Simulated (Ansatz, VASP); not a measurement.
**RbRu2: VASP beside Ansatz**

```xyz
3
Lattice="4.0648 0.0000 0.0000 -2.0324 3.5202 0.0000 0.0000 0.0000 4.3889" Properties=species:S:1:pos:R:3 pbc="T T T"
Rb    0.0000    0.0000    0.0000
Ru    0.0000    2.3468    2.1945
Ru    2.0324    1.1734    2.1945
```

Alike in both runs: task single point; functional PBE; k mesh 6 × 6 × 4; occupations gaussian, width 0.1 eV; no spin polarisation.

```csv
,VASP,Ansatz
version,VASP 6.6.1,Ansatz 0.2.0
potentials or method,"VASP PAW PBE potentials, release 64 (Rb_sv, Ru_pv)","scalar-relativistic, plane waves, PAW"
plane-wave cutoff (eV),520,420
valence electrons in the cell,37,41
```

|  | VASP | Ansatz | Ansatz less VASP |
| --- | --- | --- | --- |
| gap on the k mesh at the Fermi level (eV) | none | none | - |
| pressure (GPa) | 14.9 | 14.6 | -0.31 |
| largest component of the traceless stress (GPa) | 7.82 | 7.96 | +0.138 |

A gap of «none» marks a metal or a gap that the smearing closes. The two sets of potentials don't hold the same shells in valence.
